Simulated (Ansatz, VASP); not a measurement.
# ZrB2: VASP beside Ansatz

One calculation is typed for both programs; each brings its own data sets and cutoff. How far apart do they land?

Main program and level: Ansatz 0.2.0; plane waves, with VASP 6.6.1 beside it; relaxation of cell and atoms at PBE.

The database entry behind the starting cell differs from later determinations by our own check (rounded, c about 0.3 % short), so it need not match the best structure at ambient conditions.

## (1) The starting structure

Symmetry: P6/mmm, No. 191, hexagonal system. Conventional cell: a = 3.165 Å, b = 3.165 Å, c = 3.520 Å, α = 90.00°, β = 90.00°, γ = 120.00°. Nearest to Zr lie 12 B at 2.54 Å. Nearest to B lie 3 B at 1.83 Å and 6 Zr at 2.54 Å. Farther neighbours are not listed.

Coordinates:

```cif
data_structure
_symmetry_space_group_name_H-M 'P 1'
_symmetry_Int_Tables_number 1
_cell_length_a 3.1650
_cell_length_b 3.1650
_cell_length_c 3.5200
_cell_angle_alpha 90.000
_cell_angle_beta 90.000
_cell_angle_gamma 120.000
_cell_volume 30.54
loop_
_atom_site_label
_atom_site_type_symbol
_atom_site_fract_x
_atom_site_fract_y
_atom_site_fract_z
_atom_site_occupancy
Zr1 Zr 0.00000 0.00000 0.00000 1
B2 B 0.33333 0.66667 0.50000 1
B3 B 0.66667 0.33333 0.50000 1
```

## (2) Ansatz: relaxation of cell and atoms, PBE

Ansatz runs on its default PAW (the set named soft_2) files.

The relaxed volume is the usual yardstick between codes: its relative difference is about their pressure difference at one cell divided by the bulk modulus.

Contents of input.yaml:

```yaml
crystal:
  lattice:
    - [3.165, 0.0, 0.0]
    - [-1.5825, 2.740970403, 0.0]
    - [0.0, 0.0, 3.52]
  atoms:
    - { symbol: Zr, position: [0.0, 0.0, 0.0] }
    - { symbol: B, position: [0.3333333333, 0.6666666667, 0.5] }
    - { symbol: B, position: [0.6666666667, 0.3333333333, 0.5] }
hamiltonian:
  xc: pbe
  pseudopotentials: { kind: paw }
kpoints:
  mp_grid: { grid: [8, 8, 6] }
scf:
  occupations: { method: fermi_dirac, width: 0.05 }
relax:
  f_tol: 0.01
  max_steps: 60
  cell: { stress_tol: 0.05 }
output:
  forces: true
  stress: true
```

Launch:

```
> ansatz run input.yaml --threads 4 --pin off --max-ram 9216MiB --backend cpu --events-out ev --progress --plain --runs-dir out
```

Numbers of over 12 decimals in the logs are rounded to 6 here.

Log:

```text
Engine: ansatz 0.2.0, aarch64-unknown-linux-gnu
Pseudopotentials: kind: paw
Pseudopotential: Zr, paw, valence charge 12, recommended cutoff 420 eV (normal), Zr.paw.azcp
Pseudopotential: B, paw, valence charge 3, recommended cutoff 420 eV (normal), B.paw.azcp
Functional definition: PBE
  parameter kappa = 0.804
  parameter beta = 0.066725
  exchange = pbe_x(kappa = kappa, mu = beta*pi^2/3)
  correlation = pbe_c(beta = beta)
Crystal: 3 atoms, lattice volume = 30.537 Å³
Basis set: ecut = 420 eV, 563 PW (Γ), exchange–correlation on 48×48×48 points (8 copies of the dense FFT grid, shifted against one another)
Bands: 13, of which v1, the nominal top of the filled ones, is band 9 counted from 1 (8 counted from 0)
Symmetry: 24 space group operations
Space group: P6/mmm (ITA 191), of the structure as read, at distance tolerance 3.1e-5 Å
k-points: 40 of 384
Non-local potential: Zr, projectors of the file, l = 0: 3, l = 1: 2, l = 2: 2, l = 3: 2
Non-local potential: B, projectors of the file, l = 0: 2, l = 1: 2, l = 2: 1
PAW form: soft (Blöchl's): semilocal exchange-correlation on the pseudo side does not see the compensation charge
PAW one-centre angular grid: Zr, 590 points (default); XC on 64 Gauss nodes
PAW one-centre angular grid: B, 110 points (default); XC on 64 Gauss nodes
Initial density: superposition of atomic densities (neutral atoms: chi_scale 0, normalization atom), corrected by the library's trained network
Initial wavefunctions: pseudopotential atomic-orbital guess
Functional: x = pbe(κ = 0.804, μ = 0.219515), c = pbe(β = 0.066725)
SCF iter   1: F=—  HF=-4498.718805 eV  |F-HF|=—  |Δ(HF+E_count)|=         —  Δρ=1.45e-3  dr2=5.90e-4  ethr=1.77e-3  ⟨swp⟩=5.1  Hψ=2576  notcnv=0
preconditioner: auto → none  [insulator: Δε(μ)=0.393 eV  Ē_g=8.892 eV  σ=0.050 eV  W_gap=0.80  n_scr=8 (ndim 8)  ℏωp=21.2 eV  f_vac=0.000  D(μ)=0.27/eV (n_scr^D=0)  ε∞_Penn≈6.7]
SCF iter   2: F=—  HF=-4498.718690 eV  |F-HF|=—  |Δ(HF+E_count)|=   1.16e-4  Δρ=6.25e-4  dr2=7.76e-5  ethr=3.28e-6  ⟨swp⟩=2.3  Hψ=1140  notcnv=0
SCF iter   3: F=—  HF=-4498.718712 eV  |F-HF|=—  |Δ(HF+E_count)|=   2.19e-5  Δρ=3.56e-4  dr2=9.95e-6  ethr=4.31e-7  ⟨swp⟩=2.1  Hψ=782  notcnv=0
SCF iter   4: F=—  HF=-4498.718729 eV  |F-HF|=—  |Δ(HF+E_count)|=   1.71e-5  Δρ=1.09e-4  dr2=1.14e-6  ethr=5.53e-8  ⟨swp⟩=2.5  Hψ=780  notcnv=0
iter 5 did not close the SCF: its close was put off for the readings that it lacked (scf_convergence_deferred on its scf_iter line)
SCF iter   5: F=-4498.718730 eV  HF=-4498.718730 eV  |F-HF|=1.08e-8  |Δ(HF+E_count)|=   1.62e-6  Δρ=1.96e-5  dr2=5.16e-8  ethr=6.35e-9  ⟨swp⟩=3.0  Hψ=883  notcnv=0
SCF iter   6: F=-4498.718730 eV  HF=-4498.718730 eV  |F-HF|=2.62e-10  |Δ(HF+E_count)|=   2.60e-8  Δρ=2.57e-6  dr2=6.59e-10  ethr=2.87e-10  ⟨swp⟩=2.0  Hψ=1883  notcnv=0
SCF 1 converged in 6 iterations: F = -4498.718730 eV  dr2 = 6.59e-10
  greatest PAW one-centre occupation: 0.996 electrons in one spin orbital (limit 2), on the Zr atom at site 0 (counted from 0), in its partial waves of l = 0
relax step   1: F+E_penalty+E_count = -4498.71873044 eV  Δ(F+E_penalty+E_count) = +0.000e0 eV  max|allowed force component| = 1.604e-16 eV/Å  Δτ_max = 0.0000 Å  P = +2.417 GPa  Ω = 30.537 Å³  (6 SCF iters, dr2 threshold 1.00e-7 eV, accepted)
[...]
relax step   2: F+E_penalty+E_count = -4498.71923774 eV  Δ(F+E_penalty+E_count) = -5.073e-4 eV  max|allowed force component| = 6.785e-17 eV/Å  Δτ_max = 0.0000 Å  P = -1.247 GPa  Ω = 31.020 Å³  energy of the carried Pulay correction = -6.152e-4 eV  (6 SCF iters, dr2 threshold 3.00e-7 eV, accepted)
[...]
relax step   3: F+E_penalty+E_count = -4498.72085630 eV  Δ(F+E_penalty+E_count) = -1.619e-3 eV  max|allowed force component| = 3.701e-17 eV/Å  Δτ_max = 0.0000 Å  P = -0.204 GPa  Ω = 30.870 Å³  energy of the carried Pulay correction = -4.176e-4 eV  (4 SCF iters, dr2 threshold 3.00e-7 eV, accepted)
[...]
relax step   4: F+E_penalty+E_count = -4498.72092781 eV  Δ(F+E_penalty+E_count) = -7.151e-5 eV  max|allowed force component| = 1.727e-16 eV/Å  Δτ_max = 0.0000 Å  P = -0.001 GPa  Ω = 30.846 Å³  energy of the carried Pulay correction = -3.896e-4 eV  (3 SCF iters, dr2 threshold 2.80e-7 eV, accepted)
[...]
relax step   5: F+E_penalty+E_count = -4498.72132096 eV  Δ(F+E_penalty+E_count) = -3.931e-4 eV  max|allowed force component| = 1.974e-16 eV/Å  Δτ_max = 0.0000 Å  P = +0.012 GPa  Ω = 30.846 Å³  stress off target by 1.74e-2 GPa  SCF on the basis re-selected at this cell (its energy is not comparable with the rows above)  (5 SCF iters)
basis re-selected at this cell: Δ(F+E_penalty+E_count) = -3.931e-4 eV, ΔP = +0.013 GPa vs the last step (what re-selecting the basis moved, of the pressure what is left beyond the Pulay correction that the steps carried, after the strain that the cell walked since its last selection, with what the two solves' SCF thresholds leave and, on support functions, any second-order correction that the steps lacked; it is no m [...]
SCF converged after 5 iterations
Free energy (F): -4498.721321 eV
Harris-Foulkes:  -4498.721321 eV  (|F-HF|=4.55e-12)
Internal energy: -4498.719055 eV  (E = F + TS)
E sigma→0 (E₀):  -4498.720188 eV
Entropy (-TS):   -0.002266 eV (-0.755 meV/atom)
Fermi energy:    15.874491 eV
--- Per-component energies (eV) ---
  E_band       = -26.199855
  E_kinetic    = 434.908381
  E_local      = -558.211389  (includes V_loc(G=0)·N_el)
  E_nonlocal   = 100.559793
  E_hartree    = 176.522937
  E_xc         = -228.864850
  E_vxc        = -271.230953  (∫ρ·V_xc dr)
  E_paw        = -3110.882031  (= ΣΔE_a)
  E_vpaw       = -85.271582  (= ΣTr[D̂ρ^β])
  E_aug_tail   = 0.000016  (compensation charges beyond the density's cutoff)
  E_ewald      = -1312.751911
  E_smearing   = -0.002266  (= −TS)
  E_closure    = 0.000000  (closes the sum)
  Σ components = -4498.721321   (vs F -4498.721321, Δ=0.00e0)
--- Forces (eV/Å), atoms counted from 1 ---
  atom   1  Zr     0.00000000     0.00000000     0.00000000
  atom   2  B      0.00000000    -0.00000000     0.00000000
  atom   3  B      0.00000000     0.00000000     0.00000000
  max |Σ_I F_I| component: 1.85e-17 eV/Å
--- Stress (GPa, compression-positive) ---
        0.009488       0.000000       0.000000
        0.000000       0.009488       0.000000
        0.000000       0.000000       0.017434
  P = ⅓ Tr σ = 0.0121 GPa (0.121 kbar)
--- Relaxed structure (4 steps of the walk, 4 accepted, 1 SCFs on fresh bases) ---
  F+E_penalty+E_count = -4498.72132096 eV   max|allowed force component| = 1.974e-16 eV/Å   (the final SCF, on the basis selected at the relaxed cell)
  cell:  # Å, volume = 30.8458 Å³
    - [3.171530, 0.0, 0.0]
    - [-1.585765, 2.746625, 0.0]
    - [0.0, 0.0, 3.541019]
  atoms:
    - { symbol: Zr, position: [0, 0, 0.0] }
    - { symbol: B, position: [0.333333, 0.666667, 0.500000] }
    - { symbol: B, position: [0.666667, 0.333333, 0.500000] }
```

Run time: 3.1 s. Hardware: 4 threads of Arm Neoverse N1, shared host; peak memory 0.31 GiB; 9.4 s of CPU time.

## (3) VASP: relaxation of cell and atoms, PBE

The same cell, functional, mesh and smearing now go to VASP, with its own data sets and cutoff.

Lines of VASP's logs that name or quote its potential files are left out, and so is its time.

Contents of INCAR:

```
SYSTEM = ZrB2
PREC = Accurate
ENCUT = 520
EDIFF = 1E-06
NELM = 100
ISMEAR = -1
SIGMA = 0.05
LREAL = .FALSE.
ALGO = Normal
GGA = PE
NBANDS = 15
LORBIT = 11
LWAVE = .FALSE.
LCHARG = .FALSE.
KPAR = 2
IBRION = 2
NSW = 60
ISIF = 3
EDIFFG = -0.01
```

Contents of POSCAR:

```
ZrB2
1.0
    3.1650000000      0.0000000000      0.0000000000
   -1.5825000000      2.7409704030      0.0000000000
    0.0000000000      0.0000000000      3.5200000000
Zr B
1 2
Direct
    0.0000000000      0.0000000000      0.0000000000
    0.3333333333      0.6666666667      0.5000000000
    0.6666666667      0.3333333333      0.5000000000
```

Contents of KPOINTS:

```
Automatic mesh
0
Gamma
8 8 6
0 0 0
```

PAW data sets: Zr_sv and B (PBE family, release 64).

Launch:

```
> mpirun -np 2 vasp_std
```

Log:

```text
[banner, memory and clock lines left out]
running    2 mpi-ranks, on    1 nodes
 distrk:  each k-point on    1 cores,    2 groups
 distr:  one band on    1 cores,    1 groups

 POSCAR found type information on POSCAR ZrB
 POSCAR found :  2 types and       3 ions
 LDA part: xc-table for (Slater+PW92), standard interpolation
 POSCAR, INCAR and KPOINTS ok, starting setup
 FFT: planning ... GRIDC
 FFT: planning ... GRID_SOFT
 FFT: planning ... GRID
 WAVECAR not read
 entering main loop
       N       E                     dE             d eps       ncg     rms          rms(c)
DAV:   1     0.106062175017E+03    0.10606E+03   -0.97818E+03  1200   0.120E+03
DAV:   2    -0.234934121509E+02   -0.12956E+03   -0.12506E+03  1515   0.308E+02
DAV:   3    -0.275937985085E+02   -0.41004E+01   -0.40778E+01  1909   0.478E+01
DAV:   4    -0.276644320799E+02   -0.70634E-01   -0.70621E-01  1380   0.584E+00
DAV:   5    -0.276667302709E+02   -0.22982E-02   -0.22982E-02  1847   0.703E-01    0.219E+01
DAV:   6    -0.250159457046E+02    0.26508E+01   -0.62766E+00  1467   0.173E+01    0.884E+00
DAV:   7    -0.249761050330E+02    0.39841E-01   -0.68097E-01  1791   0.528E+00    0.323E+00
DAV:   8    -0.249783281978E+02   -0.22232E-02   -0.88202E-02  1441   0.254E+00    0.483E-01
DAV:   9    -0.249753681446E+02    0.29601E-02   -0.15886E-02  1540   0.969E-01    0.182E-01
DAV:  10    -0.249751911716E+02    0.17697E-03   -0.10464E-03  1426   0.310E-01    0.362E-02
DAV:  11    -0.249751995523E+02   -0.83808E-05   -0.51013E-05  1735   0.691E-02    0.107E-02
DAV:  12    -0.249751981790E+02    0.13733E-05   -0.18006E-06  1163   0.105E-02    0.407E-03
DAV:  13    -0.249751982105E+02   -0.31481E-07   -0.24764E-07   705   0.466E-03
   1 F= -.24975198E+02 E0= -.24974037E+02  d E =-.249752E+02
[...]
2 F= -.24974375E+02 E0= -.24973236E+02  d E =0.822998E-03
[...]
3 F= -.24977969E+02 E0= -.24976820E+02  d E =-.277129E-02
 curvature:  -0.24 expect dE=-0.659E-04 dE for cont linesearch -0.101E-08
 trial: gam= 0.02377 g(F)=  0.161E-50 g(S)=  0.279E-03 ort =-0.716E-05 (trialstep = 0.893E+00)
 search vector abs. value=  0.285E-03
 bond charge predicted
       N       E                     dE             d eps       ncg     rms          rms(c)
DAV:   1    -0.249783505144E+02   -0.38186E-03   -0.17576E-02  1214   0.118E+00    0.936E-02
DAV:   2    -0.249781710387E+02    0.17948E-03   -0.35273E-04  1410   0.153E-01    0.503E-02
DAV:   3    -0.249781052134E+02    0.65825E-04   -0.15747E-04  1445   0.101E-01    0.159E-02
DAV:   4    -0.249781056663E+02   -0.45289E-06   -0.46733E-06  1356   0.180E-02
   4 F= -.24978106E+02 E0= -.24976975E+02  d E =-.136168E-03
 trial-energy change:   -0.000136  1 .order   -0.000133   -0.000249   -0.000018
 step:   0.9622(harm=  0.9622)  dis= 0.00000  next Energy=   -24.978104 (dE=-0.134E-03)
 reached required accuracy - stopping structural energy minimisation
```

Parts of OUTCAR (step 3):

```text
ion  position               nearest neighbor table
   1  0.000  0.000  0.000-   2 2.54   3 2.54   2 2.54   3 2.54   3 2.54   3 2.54   2 2.54   2 2.54
                             3 2.54   3 2.54   2 2.54   2 2.54
   2  0.333  0.667  0.500-   3 1.83   3 1.83   3 1.83   1 2.54   1 2.54   1 2.54   1 2.54   1 2.54
                             1 2.54
   3  0.667  0.333  0.500-   2 1.83   2 1.83   2 1.83   1 2.54   1 2.54   1 2.54   1 2.54   1 2.54
                             1 2.54

  LATTYP: Found a hexagonal cell.
 ALAT       =     3.1650000000
 C/A-ratio  =     1.1121642970

 Subroutine GETGRP returns: Found 24 space group operations
 (whereof 24 operations were pure point group operations)

The static configuration has the point symmetry D_6h.

 Found     40 irreducible k-points:

   k-points           NKPTS =     40   k-points in BZ     NKDIM =     40   number of bands    NBANDS=     15

   dimension x,y,z NGX =    24 NGY =   24 NGZ =   28
   dimension x,y,z NGXF=    48 NGYF=   48 NGZF=   56

   ENCUT  =  520.0 eV  38.22 Ry    6.18 a.u.   5.88  5.88  6.54*2*pi/ulx,y,z

   NELECT =      18.0000    total number of electrons

 k-points in reciprocal lattice and weights: Automatic mesh
   0.00000000  0.00000000  0.00000000       0.003
   0.12500000 -0.00000000  0.00000000       0.016
   0.25000000 -0.00000000  0.00000000       0.016
   0.37500000 -0.00000000  0.00000000       0.016
   0.50000000 -0.00000000  0.00000000       0.008
   0.12500000  0.12500000  0.00000000       0.016
   0.25000000  0.12500000  0.00000000       0.031
   0.37500000  0.12500000  0.00000000       0.031
   0.25000000  0.25000000  0.00000000       0.016
[...]
0.25000000  0.25000000  0.50000000       0.016
   0.37500000  0.25000000  0.50000000       0.016

 average (electrostatic) potential at core
       1 -72.8918       2 -22.0880       3 -22.0880

 E-fermi :  10.6148

 k-point     1 :       0.0000    0.0000    0.0000
  band No.  band energies     occupation
    ...
      5      -2.2321      2.00000
      6       7.8732      2.00000
      7       7.8732      2.00000
      8       7.9035      2.00000
      9       8.1163      2.00000
     10      13.8675      0.00000
     11      13.8675      0.00000
     12      14.6264      0.00000
     13      14.6264      0.00000
     14      15.3430      0.00000
    ...

 k-point     2 :       0.1250   -0.0000    0.0000
  band No.  band energies     occupation
    ...
      5      -1.9241      2.00000
      6       7.0238      2.00000
      7       7.8014      2.00000
      8       7.8694      2.00000
      9       8.1822      2.00000
     10      13.3189      0.00000
     11      13.6809      0.00000
     12      13.9063      0.00000
     13      14.2850      0.00000
     14      16.4049      0.00000
    ...

 k-point     3 :       0.2500   -0.0000    0.0000
  band No.  band energies     occupation
    ...
      5      -1.0703      2.00000
      6       5.3227      2.00000
      7       7.2072      2.00000
      8       7.7530      2.00000
      9       8.4828      2.00000
     10      12.6277      0.00000
     11      13.2735      0.00000
     12      13.9438      0.00000
     13      14.1051      0.00000
     14      16.7338      0.00000
    ...

  Total       -0.0045440     -0.0045440      0.0068398      0.0000000     -0.0000000      0.0000000
  in kB       -0.2358668     -0.2358668      0.3550368      0.0000000     -0.0000000      0.0000000
  external PRESSURE =      -0.0388989 kB  Pullay stress =       0.0000000 kB

  energy-cutoff  :      520.00
  volume of cell :       30.87
      direct lattice vectors                 reciprocal lattice vectors
     3.172123373 -0.000000000  0.000000000     0.315246251  0.182007508  0.000000000
    -1.586061687  2.747139425 -0.000000000     0.000000000  0.364015015  0.000000000
    -0.000000000 -0.000000000  3.542025827    -0.000000000  0.000000000  0.282324311

 POSITION                                       TOTAL-FORCE (eV/Angst)
 -----------------------------------------------------------------------------------
      0.00000     -0.00000      0.00000         0.000000      0.000000      0.000000
     -0.00000      1.83143      1.77101        -0.000000     -0.000000     -0.000000
      1.58606      0.91571      1.77101         0.000000      0.000000      0.000000
 -----------------------------------------------------------------------------------
    total drift:                               -0.000000      0.000000      0.000000

  FREE ENERGIE OF THE ION-ELECTRON SYSTEM (eV)
  ---------------------------------------------------
  free  energy   TOTEN  =       -24.9781056663 eV

  energy  without entropy=      -24.9758443704  energy(sigma->0) =      -24.97697502

 reached required accuracy - stopping structural energy minimisation

 total charge
# of ion       s       p       d       tot
------------------------------------------
    1        2.167   6.029   1.766   9.962
    2        0.664   1.237   0.000   1.901
    3        0.664   1.237   0.000   1.901
--------------------------------------------------
tot          3.495   8.503   1.766  13.764

[... 3 further parts left out ...]
```

CONTCAR:

```
ZrB2
   1.00000000000000
     3.1721233733216256   -0.0000000000000000    0.0000000000000000
    -1.5860616866608128    2.7471394252573176   -0.0000000000000000
    -0.0000000000000000   -0.0000000000000000    3.5420258271815204
  Zr              B
     1     2
Direct
     0.0000000000000000    0.0000000000000000    0.0000000000000000
     0.3333333332999970    0.6666666667000030    0.5000000000000000
     0.6666666667000030    0.3333333332999970    0.5000000000000000
```

The k-mesh is coarse for a metal.

## (4) Comparison

Known differences besides the potentials themselves: both relaxations stop at a tolerance, which leaves soft axes loose, and VASP keeps its plane-wave basis; the cutoff is 420 eV in Ansatz and 520 eV in VASP; VASP leaves aspherical gradient terms in its spheres out (LASPH is not set), Ansatz keeps them; Ansatz adds a Pulay correction to the stress that steers its cell, VASP none. Total energies have different zeros and are not compared.

Compared:

| quantity | Ansatz | VASP | difference |
| --- | --- | --- | --- |
| volume (Å³) | 30.85 | 30.87 | -0.07 % |
| edge a after relaxation, in the typed setting (Å) | 3.171 | 3.172 | -0.02 % |
| edge c after relaxation, in the typed setting (Å) | 3.541 | 3.542 | -0.03 % |

The walks stopped with 0.01 GPa left in Ansatz and 0.00 GPa in VASP; each walk ends within a tolerance, so the volume difference is uncertain by about these residues over the bulk modulus, most in soft cells.

## (5) What came out

- difference in volume (relaxation of cell and atoms, PBE): -0.066 %

In words: The difference in volume is -0.066 % (relaxation of cell and atoms, PBE), within the 1.2 % picked in this series as the mark of a large difference, as far as the stopping tolerances let one tell. Such differences can come from data sets, numerical settings and the points named under the comparisons, not from the functional's error against experiment.

[Lines on the potential files, build, host, timing and source positions are cut from VASP's logs without a mark.]

[Logs are printed without paths, hosts, clocks, repeated set-up lines and the standing remarks that a program may print on its own settings, such as how far it seeks lower states.]

[Hosts, paths, dates, database ids (printed as entryN), source tags and the programs' standing remarks are cut or masked in the printed files.]
